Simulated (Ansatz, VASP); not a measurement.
# RbGeF3: VASP beside Ansatz

Wanted: the spread between two codes on one cell, functional and k mesh. The two relaxations start from unlike cells of this crystal (the structure described is Ansatz's start), so only their ends are compared.

Calculated with Ansatz 0.2.0; plane waves, with VASP 6.6.1 beside it; relaxation of cell and atoms at RPBE.

The structure was built from a prototype and need not be the compound's stable phase.

### 1. The structure

The structure is cubic, space group Pm-3m (No. 221). The conventional cell has a = 4.392 Å, b = 4.392 Å, c = 4.392 Å, α = 90.00°, β = 90.00°, γ = 90.00°. Nearest to Rb lie 12 F at 3.11 Å. Nearest to Ge lie 6 F at 2.20 Å. Nearest to F lie 2 Ge at 2.20 Å and 4 Rb at 3.11 Å. As first built, before any earlier steps moved the atoms (in the runner's words): all Cs replaced by Rb and Pb replaced by Ge in the Pm-3m structure of CsPbF3. Farther neighbours and most contacts between anions are not listed.

### 2. Ansatz: relaxation of cell and atoms, RPBE

Ansatz runs on its default PAW (the set named soft_2) files.

The relaxed volume is the usual yardstick between codes: in a stiff, nearly cubic crystal its relative difference is about their pressure difference at one cell divided by the bulk modulus.

Contents of input.yaml:

```yaml
crystal:
  lattice:
    - [4.39179465, 0.0, 0.0]
    - [0.0, 4.39179465, 0.0]
    - [0.0, 0.0, 4.39179465]
  atoms:
    - { symbol: Rb, position: [0.5, 0.5, 0.5] }
    - { symbol: Ge, position: [0.0, 0.0, 0.0] }
    - { symbol: F, position: [0.0, 0.0, 0.5] }
    - { symbol: F, position: [0.0, 0.5, 0.0] }
    - { symbol: F, position: [0.5, 0.0, 0.0] }
kpoints:
  mp_grid: { grid: [5, 5, 5] }
scf:
  occupations: { method: fermi_dirac, width: 0.05 }
hamiltonian:
  xc: rpbe
output:
  forces: true
  stress: true
relax:
  f_tol: 0.02
  max_steps: 50
  cell: {}
```

Command:

```console
$ ansatz run input.yaml --threads 1 --pin off --max-ram 4096MiB --backend cpu --events-out ev --progress --plain --runs-dir out
```

Numbers of over 12 decimals in the logs are rounded to 6 here.

Log:

```text
Engine: ansatz 0.2.0, aarch64-unknown-linux-gnu
Pseudopotentials: kind: paw
Pseudopotential: Rb, paw, valence charge 9, recommended cutoff 420 eV (normal), Rb.paw.azcp
Pseudopotential: Ge, paw, valence charge 14, recommended cutoff 420 eV (normal), Ge.paw.azcp
Pseudopotential: F, paw, valence charge 7, recommended cutoff 420 eV (normal), F.paw.azcp
Functional definition: RPBE
  parameter kappa = 0.804
  parameter beta = 0.066725
  exchange = rpbe_x(kappa = kappa, mu = beta*pi^2/3)
  correlation = pbe_c(beta = beta)
Crystal: 5 atoms, lattice volume = 84.708 Å³
Basis set: ecut = 420 eV, 1647 PW (Γ), exchange–correlation on 60×60×60 points (8 copies of the dense FFT grid, shifted against one another)
Bands: 27, of which v1, the nominal top of the filled ones, is band 22 counted from 1 (21 counted from 0)
Symmetry: 48 space group operations
Space group: Pm-3m (ITA 221), of the structure as read, at distance tolerance 4.4e-5 Å
k-points: 10 of 125
Non-local potential: Rb, projectors of the file, l = 0: 3, l = 1: 2, l = 2: 2
Non-local potential: Ge, projectors of the file, l = 0: 2, l = 1: 2, l = 2: 3, l = 3: 1
Non-local potential: F, projectors of the file, l = 0: 2, l = 1: 2, l = 2: 1
PAW form: soft (Blöchl's): semilocal exchange-correlation on the pseudo side does not see the compensation charge
PAW frozen core: Rb, regenerated for the run's functional, and the local potential with it (the file was generated under x = pbe(κ = 0.804, μ = 0.219515), c = pbe(β = 0.066725))
PAW frozen core: Ge, regenerated for the run's functional, and the local potential with it (the file was generated under x = pbe(κ = 0.804, μ = 0.219515), c = pbe(β = 0.066725))
PAW frozen core: F, regenerated for the run's functional, and the local potential with it (the file was generated under x = pbe(κ = 0.804, μ = 0.219515), c = pbe(β = 0.066725))
PAW one-centre angular grid: Rb, 110 points (default); XC on 64 Gauss nodes
PAW one-centre angular grid: Ge, 590 points (default); XC on 64 Gauss nodes
PAW one-centre angular grid: F, 110 points (default); XC on 64 Gauss nodes
Initial density: superposition of atomic densities (neutral atoms: chi_scale 0, normalization atom), corrected by the library's trained network
Initial wavefunctions: pseudopotential atomic-orbital guess
Functional: x = rpbe, c = pbe(β = 0.066725)
SCF iter   1: F=—  HF=-10009.253706 eV  |F-HF|=—  |Δ(HF+E_count)|=         —  Δρ=5.05e-3  dr2=2.08e-2  ethr=1.77e-3  ⟨swp⟩=6.2  Hψ=1231  notcnv=0
preconditioner: auto → Resta (q_TF=auto, 2.446 Å⁻¹)  ε∞=2.9  [insulator: Δε(μ)=2.953 eV  Ē_g=19.360 eV  σ=0.050 eV  W_gap=1.00  n_scr=18 (ndim 8)  ℏωp=26.8 eV  f_vac=0.063  D(μ)=0.00/eV (n_scr^D=0)  ε∞_Penn≈2.9]
SCF iter   2: F=—  HF=-10009.249666 eV  |F-HF|=—  |Δ(HF+E_count)|=   4.04e-3  Δρ=2.49e-3  dr2=1.82e-3  ethr=4.72e-5  ⟨swp⟩=2.5  Hψ=547  notcnv=0  defer=7
SCF iter   3: F=—  HF=-10009.249677 eV  |F-HF|=—  |Δ(HF+E_count)|=   1.03e-5  Δρ=1.01e-3  dr2=6.16e-4  ethr=4.14e-6  ⟨swp⟩=2.1  Hψ=354  notcnv=0  defer=7
SCF iter   4: F=—  HF=-10009.249861 eV  |F-HF|=—  |Δ(HF+E_count)|=   1.84e-4  Δρ=4.13e-4  dr2=9.46e-5  ethr=1.40e-6  ⟨swp⟩=2.8  Hψ=464  notcnv=0  defer=7
SCF iter   5: F=—  HF=-10009.250240 eV  |F-HF|=—  |Δ(HF+E_count)|=   3.79e-4  Δρ=9.49e-5  dr2=7.88e-6  ethr=2.15e-7  ⟨swp⟩=2.0  Hψ=427  notcnv=0  defer=7
SCF iter   6: F=—  HF=-10009.250253 eV  |F-HF|=—  |Δ(HF+E_count)|=   1.29e-5  Δρ=1.58e-5  dr2=3.08e-7  ethr=1.79e-8  ⟨swp⟩=2.1  Hψ=409  notcnv=0  defer=7
SCF iter   7: F=-10009.250253 eV  HF=-10009.250253 eV  |F-HF|=1.03e-8  |Δ(HF+E_count)|=   7.39e-7  Δρ=2.72e-6  dr2=1.26e-8  ethr=2.27e-10  ⟨swp⟩=4.8  Hψ=996  notcnv=0
SCF 1 converged in 7 iterations: F = -10009.250253 eV  dr2 = 1.26e-8
  greatest PAW one-centre occupation: 0.999 electrons in one spin orbital (limit 2), on the Ge atom at site 1 (counted from 0), in its partial waves of l = 2
relax step   1: F+E_penalty+E_count = -10009.25025346 eV  Δ(F+E_penalty+E_count) = +0.000e0 eV  max|allowed force component| = 4.778e-29 eV/Å  Δτ_max = 0.0000 Å  P = +6.955 GPa  Ω = 84.708 Å³  (7 SCF iters, dr2 threshold 1.00e-7 eV, accepted)
[...]
relax step   5: F+E_penalty+E_count = -10009.46049548 eV  Δ(F+E_penalty+E_count) = -4.162e-2 eV  max|allowed force component| = 1.730e-29 eV/Å  Δτ_max = 0.0000 Å  P = +0.848 GPa  Ω = 93.986 Å³  stress off target by 8.48e-1 GPa  SCF on the basis re-selected at this cell (its energy is not comparable with the rows above)  (9 SCF iters)
[...]
relax step   6: F+E_penalty+E_count = -10009.46174357 eV  Δ(F+E_penalty+E_count) = -1.248e-3 eV  max|allowed force component| = 4.944e-30 eV/Å  Δτ_max = 0.0000 Å  P = +0.156 GPa  Ω = 95.388 Å³  energy of the carried Pulay correction = -3.107e-3 eV  (5 SCF iters, dr2 threshold 5.00e-7 eV, accepted)
[...]
relax step   7: F+E_penalty+E_count = -10009.46114621 eV  Δ(F+E_penalty+E_count) = +5.974e-4 eV  max|allowed force component| = 2.531e-30 eV/Å  Δτ_max = 0.0000 Å  P = +0.008 GPa  Ω = 95.703 Å³  energy of the carried Pulay correction = -3.865e-3 eV  (5 SCF iters, dr2 threshold 6.06e-8 eV, accepted)
[...]
relax step   8: F+E_penalty+E_count = -10009.46531273 eV  Δ(F+E_penalty+E_count) = -4.167e-3 eV  max|allowed force component| = 4.122e-30 eV/Å  Δτ_max = 0.0000 Å  P = +0.034 GPa  Ω = 95.703 Å³  stress off target by 3.35e-2 GPa  SCF on the basis re-selected at this cell (its energy is not comparable with the rows above)  (7 SCF iters)
basis re-selected at this cell: Δ(F+E_penalty+E_count) = -4.167e-3 eV, ΔP = +0.026 GPa vs the last step (what re-selecting the basis moved, of the pressure what is left beyond the Pulay correction that the steps carried, after the strain that the cell walked since its last selection, with what the two solves' SCF thresholds leave and, on support functions, any second-order correction that the steps lacked; it is no m [...]
SCF converged after 7 iterations
Free energy (F): -10009.465313 eV
Harris-Foulkes:  -10009.465313 eV  (|F-HF|=4.37e-11)
Internal energy: -10009.465313 eV  (E = F + TS)
E sigma→0 (E₀):  -10009.465313 eV
Fermi energy:    5.911715 eV
--- Per-component energies (eV) ---
  E_band       = -379.296985
  E_kinetic    = 919.619128
  E_local      = -5171.844305  (includes V_loc(G=0)·N_el)
  E_nonlocal   = 799.131386
  E_hartree    = 2054.763399
  E_xc         = -448.548968
  E_vxc        = -509.107332  (∫ρ·V_xc dr)
  E_paw        = -5245.652282  (= ΣΔE_a)
  E_vpaw       = -526.629353  (= ΣTr[D̂ρ^β])
  E_aug_tail   = 0.006695  (compensation charges beyond the density's cutoff)
  E_ewald      = -2916.623938
  E_core_change = -0.316428  (= ΣΔE_core)
  E_smearing   = -0.000000  (= −TS)
  E_closure    = 0.000000  (closes the sum)
  Σ components = -10009.465313   (vs F -10009.465313, Δ=0.00e0)
--- Forces (eV/Å), atoms counted from 1 ---
  atom   1  Rb     0.00000000     0.00000000    -0.00000000
  atom   2  Ge    -0.00000000    -0.00000000    -0.00000000
  atom   3  F     -0.00000000    -0.00000000    -0.00000000
  atom   4  F     -0.00000000    -0.00000000    -0.00000000
  atom   5  F     -0.00000000     0.00000000    -0.00000000
  max |Σ_I F_I| component: 5.69e-30 eV/Å
--- Stress (GPa, compression-positive) ---
        0.033500       0.000000       0.000000
        0.000000       0.033500      -0.000000
        0.000000      -0.000000       0.033500
  P = ⅓ Tr σ = 0.0335 GPa (0.335 kbar)
--- Relaxed structure (6 steps of the walk, 6 accepted, 2 SCFs on fresh bases) ---
  F+E_penalty+E_count = -10009.46531273 eV   max|allowed force component| = 4.122e-30 eV/Å   (the final SCF, on the basis selected at the relaxed cell)
  cell:  # Å, volume = 95.7030 Å³
    - [4.574130, 0, 0]
    - [0, 4.574130, 0]
    - [0, 0, 4.574130]
  atoms:
    - { symbol: Rb, position: [0.5, 0.5, 0.5] }
    - { symbol: Ge, position: [0, 0, 0] }
    - { symbol: F, position: [0, 0, 0.5] }
    - { symbol: F, position: [0, 0.5, 0] }
    - { symbol: F, position: [0.5, 0, 0] }
```

The column dr2 measures how far the density is from self-consistency, as an energy; F and HF (Harris–Foulkes) agree once it is small.

### 3. VASP: relaxation of cell and atoms, RPBE

Its own start cell and the same functional, mesh and smearing now go to VASP, with its own data sets.

Lines of VASP's logs that name or quote its potential files are left out, and so is its time.

Contents of INCAR:

```
SYSTEM = RbGeF3
PREC = Accurate
ENCUT = 600
EDIFF = 1E-07
NELM = 120
ISMEAR = -1
SIGMA = 0.05
LREAL = .FALSE.
ALGO = Normal
GGA = RP
NBANDS = 28
LORBIT = 11
LWAVE = .FALSE.
LCHARG = .FALSE.
ISIF = 3
IBRION = 2
NSW = 80
EDIFFG = -0.005
LASPH = .TRUE.
GGA_COMPAT = .FALSE.
NELMIN = 4
EFERMI = MIDGAP
KPAR = 2
```

Contents of POSCAR:

```
RbGeF3
1.0
    4.5719189231      0.0000000000      0.0000000000
    0.0000000000      4.5719189231      0.0000000000
    0.0000000000      0.0000000000      4.5719189231
Rb Ge F
1 1 3
Direct
    0.4999998862      0.4999998862      0.4999998862
    0.0000000000      0.0000000000      0.0000000000
    0.0000000000      0.0000000000      0.4999998862
    0.0000000000      0.4999998862      0.0000000000
    0.4999998862      0.0000000000      0.0000000000
```

Contents of KPOINTS:

```
Automatic mesh
0
Gamma
5 5 5
0 0 0
```

The projector-augmented-wave data sets are Rb_sv, Ge_d and F (PBE family, release 64).

Command:

```console
$ mpirun -np 2 vasp_std
```

Log:

```text
[banner, memory and clock lines left out]
running    2 mpi-ranks, on    1 nodes
 distrk:  each k-point on    1 cores,    2 groups
 distr:  one band on    1 cores,    1 groups

 POSCAR found type information on POSCAR RbGeF
 POSCAR found :  3 types and       5 ions
|                                                                             |
|               ----> ADVICE to this user running VASP <----                  |
|                                                                             |
|     You enforced a specific xc type in the INCAR file but a different       |
|     [... a line on the potential file left out ...]
|     I HOPE YOU KNOW WHAT YOU ARE DOING!                                     |
|                                                                             |

 LDA part: xc-table for (Slater+PW92), standard interpolation
 POSCAR, INCAR and KPOINTS ok, starting setup
 FFT: planning ... GRIDC
 FFT: planning ... GRID_SOFT
 FFT: planning ... GRID
 WAVECAR not read
 entering main loop
       N       E                     dE             d eps       ncg     rms          rms(c)
DAV:   1     0.488422786717E+03    0.48842E+03   -0.24172E+04   720   0.285E+03
DAV:   2     0.432582243570E+02   -0.44516E+03   -0.42791E+03   660   0.852E+02
DAV:   3    -0.199909182777E+02   -0.63249E+02   -0.62863E+02   596   0.181E+02
DAV:   4    -0.240347355678E+02   -0.40438E+01   -0.40353E+01   816   0.484E+01
DAV:   5    -0.241356864463E+02   -0.10095E+00   -0.10092E+00   716   0.703E+00    0.965E+00
DAV:   6    -0.213912291467E+02    0.27445E+01   -0.10954E+01   756   0.314E+01    0.377E+00
DAV:   7    -0.214051934977E+02   -0.13964E-01   -0.80203E-01   628   0.583E+00    0.205E+00
DAV:   8    -0.214114092890E+02   -0.62158E-02   -0.14605E-01   620   0.360E+00    0.380E-01
DAV:   9    -0.214137255701E+02   -0.23163E-02   -0.18611E-02   880   0.118E+00    0.152E-01
DAV:  10    -0.214155528797E+02   -0.18273E-02   -0.34786E-03   676   0.558E-01    0.399E-02
DAV:  11    -0.214155365649E+02    0.16315E-04   -0.17958E-04   848   0.125E-01    0.127E-02
DAV:  12    -0.214155444421E+02   -0.78772E-05   -0.22753E-05   628   0.351E-02    0.486E-03
DAV:  13    -0.214155460271E+02   -0.15850E-05   -0.35703E-06   704   0.188E-02    0.132E-03
DAV:  14    -0.214155461471E+02   -0.11996E-06   -0.42386E-07   648   0.537E-03    0.259E-04
DAV:  15    -0.214155461176E+02    0.29428E-07   -0.14898E-08   480   0.985E-04
   1 F= -.21415546E+02 E0= -.21415546E+02  d E =-.214155E+02
 curvature:   0.00 expect dE= 0.000E+00 dE for cont linesearch  0.000E+00
 trial: gam= 0.00000 g(F)=  0.000E+00 g(S)=  0.608E-04 ort = 0.000E+00 (trialstep = 0.100E+01)
 search vector abs. value=  0.608E-04
 bond charge predicted
       N       E                     dE             d eps       ncg     rms          rms(c)
DAV:   1    -0.214164089850E+02   -0.86284E-03   -0.14090E-02   720   0.125E+00    0.215E-01
DAV:   2    -0.214156873329E+02    0.72165E-03   -0.29331E-03   604   0.400E-01    0.566E-02
DAV:   3    -0.214156109049E+02    0.76428E-04   -0.12248E-04   664   0.164E-01    0.316E-02
DAV:   4    -0.214155831051E+02    0.27800E-04   -0.79938E-05   780   0.114E-01    0.798E-03
DAV:   5    -0.214155832281E+02   -0.12300E-06   -0.57855E-06   780   0.271E-02    0.507E-03
DAV:   6    -0.214155844088E+02   -0.11807E-05   -0.15054E-06   648   0.160E-02    0.220E-03
DAV:   7    -0.214155846752E+02   -0.26642E-06   -0.19402E-07   464   0.565E-03    0.104E-03
DAV:   8    -0.214155845320E+02    0.14319E-06   -0.99854E-08   316   0.501E-03    0.251E-04
DAV:   9    -0.214155845412E+02   -0.92305E-08   -0.19190E-08   316   0.121E-03
   2 F= -.21415585E+02 E0= -.21415585E+02  d E =-.384236E-04
 trial-energy change:   -0.000038  1 .order   -0.000038   -0.000061   -0.000015
 step:   1.2831(harm=  1.3166)  dis= 0.00000  next Energy=   -21.415587 (dE=-0.405E-04)
 reached required accuracy - stopping structural energy minimisation
```

From OUTCAR (step 3):

```text
ion  position               nearest neighbor table
   1  0.500  0.500  0.500-   3 3.23   4 3.23   5 3.23   5 3.23   4 3.23   5 3.23   3 3.23   4 3.23
                             3 3.23   4 3.23   5 3.23   3 3.23   2 3.96   2 3.96   2 3.96   2 3.96
   2  0.000  0.000  0.000-   3 2.29   4 2.29   5 2.29   3 2.29   4 2.29   5 2.29   1 3.96   1 3.96
                             1 3.96   1 3.96   1 3.96   1 3.96   1 3.96   1 3.96
   3  0.000  0.000  0.500-   2 2.29   2 2.29   1 3.23   1 3.23   1 3.23   1 3.23
   4  0.000  0.500  0.000-   2 2.29   2 2.29   1 3.23   1 3.23   1 3.23   1 3.23
   5  0.500  0.000  0.000-   2 2.29   2 2.29   1 3.23   1 3.23   1 3.23   1 3.23

  LATTYP: Found a simple cubic cell.
 ALAT       =     4.5719189231

 Subroutine GETGRP returns: Found 48 space group operations
 (whereof 48 operations were pure point group operations)

The static configuration has the point symmetry O_h .

 Found     10 irreducible k-points:

   k-points           NKPTS =     10   k-points in BZ     NKDIM =     10   number of bands    NBANDS=     28

   dimension x,y,z NGX =    40 NGY =   40 NGZ =   40
   dimension x,y,z NGXF=    80 NGYF=   80 NGZF=   80

   ENCUT  =  600.0 eV  44.10 Ry    6.64 a.u.   9.13  9.13  9.13*2*pi/ulx,y,z

   NELECT =      44.0000    total number of electrons

 k-points in reciprocal lattice and weights: Automatic mesh
   0.00000000  0.00000000  0.00000000       0.008
   0.20000000  0.00000000  0.00000000       0.048
   0.40000000  0.00000000  0.00000000       0.048
   0.20000000  0.20000000  0.00000000       0.096
   0.40000000  0.20000000  0.00000000       0.192
   0.40000000  0.40000000  0.00000000       0.096
   0.20000000  0.20000000  0.20000000       0.064
   0.40000000  0.20000000  0.20000000       0.192
   0.40000000  0.40000000  0.20000000       0.192
   0.40000000  0.40000000  0.40000000       0.064

 average (electrostatic) potential at core
       1 -37.4130       2 -78.4965       3 -78.0016       4 -78.0016       5 -78.0016

 E-fermi :   2.4775

 k-point     1 :       0.0000    0.0000    0.0000
  band No.  band energies     occupation
    ...
     18      -2.5038      2.00000
     19      -2.5038      2.00000
     20      -2.4283      2.00000
     21      -2.4283      2.00000
     22      -2.4283      2.00000
     23       5.9912      0.00000
     24       7.2148      0.00000
     25       7.2148      0.00000
     26       7.2148      0.00000
     27       7.3570      0.00000
    ...

 k-point     2 :       0.2000    0.0000    0.0000
  band No.  band energies     occupation
    ...
     18      -2.5384      2.00000
     19      -2.5384      2.00000
     20      -2.4616      2.00000
     21      -2.4616      2.00000
     22      -2.1671      2.00000
     23       5.6900      0.00000
     24       7.0187      0.00000
     25       7.0187      0.00000
     26       7.0974      0.00000
     27       7.5884      0.00000
    ...

 k-point     3 :       0.4000    0.0000    0.0000
  band No.  band energies     occupation
    ...
     18      -2.5953      2.00000
     19      -2.5951      2.00000
     20      -2.5160      2.00000
     21      -2.5160      2.00000
     22      -1.1327      2.00000
     23       4.5524      0.00000
     24       6.7819      0.00000
     25       6.7819      0.00000
     26       8.0051      0.00000
     27       8.0895      0.00000
    ...

  Total       -0.0110223     -0.0110223     -0.0110223     -0.0000000     -0.0000000      0.0000000
  in kB       -0.1850392     -0.1850392     -0.1850392     -0.0000000     -0.0000000      0.0000000
  external PRESSURE =      -0.1850392 kB  Pullay stress =       0.0000000 kB

  energy-cutoff  :      600.00
  volume of cell :       95.44
      direct lattice vectors                 reciprocal lattice vectors
     4.569897190  0.000000000  0.000000000     0.218823304 -0.000000000  0.000000000
     0.000000000  4.569897190  0.000000000    -0.000000000  0.218823304  0.000000000
    -0.000000000 -0.000000000  4.569897190    -0.000000000 -0.000000000  0.218823304

 POSITION                                       TOTAL-FORCE (eV/Angst)
 -----------------------------------------------------------------------------------
      2.28495      2.28495      2.28495         0.000000     -0.000000      0.000000
      0.00000      0.00000      0.00000        -0.000000      0.000000      0.000000
     -0.00000     -0.00000      2.28495        -0.000000     -0.000000      0.000000
      0.00000      2.28495      0.00000         0.000000      0.000000      0.000000
      2.28495      0.00000      0.00000        -0.000000      0.000000      0.000000
 -----------------------------------------------------------------------------------
    total drift:                                0.001055      0.001055      0.001055

  FREE ENERGIE OF THE ION-ELECTRON SYSTEM (eV)
  ---------------------------------------------------
  free  energy   TOTEN  =       -21.4155845412 eV

  energy  without entropy=      -21.4155845412  energy(sigma->0) =      -21.41558454

 reached required accuracy - stopping structural energy minimisation

 total charge
# of ion       s       p       d       tot
------------------------------------------
    1        1.937   5.361   0.011   7.308
    2        1.455   0.423  10.040  11.919
    3        1.742   4.322   0.000   6.063
    4        1.742   4.322   0.000   6.063
    5        1.742   4.322   0.000   6.063
--------------------------------------------------
tot          8.618  18.749  10.050  37.417

[... 3 further parts left out ...]
```

### 4. Differences

Known differences besides the potentials themselves: the cutoff is 420 eV in Ansatz and 600 eV in VASP; Ansatz makes its cores anew for this functional, VASP keeps those of its PBE data sets; Ansatz adds a Pulay correction to the stress that steers its cell, VASP none. Total energies have different zeros and are not compared.

The two programs side by side:

```tsv
quantity	Ansatz	VASP	difference
volume (Å³)	95.70	95.44	+0.28 %
edge a after relaxation, in the typed setting (Å)	4.574	4.570	+0.09 %
```

### 5. Outcome

| Item | Value |
| --- | --- |
| difference in volume (relaxation of cell and atoms, RPBE) | 0.28 % |

**Reading.** The difference in volume is 0.28 % (relaxation of cell and atoms, RPBE), within the 1.2 % picked in this series as the mark of a large difference, as far as the stopping tolerances let one tell. How closely two codes agree says nothing of how well the functional describes the real material.

[Lines on the potential files, build, host, timing and source positions are cut from VASP's logs without a mark.]

[Logs are printed without paths, hosts, clocks, repeated set-up lines and the standing remarks that a program may print on its own settings, such as how far it seeks lower states.]

[Hosts, paths, dates, database ids (printed as entryN), source tags and the programs' standing remarks are cut or masked in the printed files.]
